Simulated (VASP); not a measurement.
Here is the system:

Space group Fm-3m (No. 225); a = 5.9497 Å, b = 5.9497 Å, c = 5.9497 Å, α = 90.00°, β = 90.00°, γ = 90.00°

```json
[
 {"atom": "Pb", "site": "4a", "symmetry": "m-3m", "x": "0.0000", "y": "0.0000", "z": "0.0000"},
 {"atom": "F", "site": "8c", "symmetry": "-43m", "x": "0.2500", "y": "0.2500", "z": "0.2500"}
]
```
(The calculation used a cell of 3 atoms; values per cell refer to that cell.)

These are revTPSS meta-GGA, VASP's PBE PAW potentials (set 64) (plane waves; VASP) values and carry that method's errors. Settings: 520 eV cut-off, 7×7×7 Γ-centred mesh, Gaussian smearing of 0.050 eV, potentials Pb_d F.

Task: Give the energy at these volumes per atom, relative to the lowest: 16.30, 16.82, 17.34, 17.86, 18.38 Å³.

Result: 22.6, 6.9, 0.0, 0.7, 7.4 meV/atom. A third-order Birch-Murnaghan fit gives B0 = 71.4 GPa and B0′ = 5.1.

Measured: bulk modulus 64.0 GPa (computed value off by +11.6 %), a 5.940 Å (computed value off by +0.2 %), as given by E. Cadelano et al., The European Physical Journal B (2011), arXiv:1107.5962. The calculation is for a static lattice, while the measured bulk modulus, a hold thermal and zero-point effects, which are part of the difference.

The compound is PbF2 in the fluorite structure, the β form. It was relaxed first.
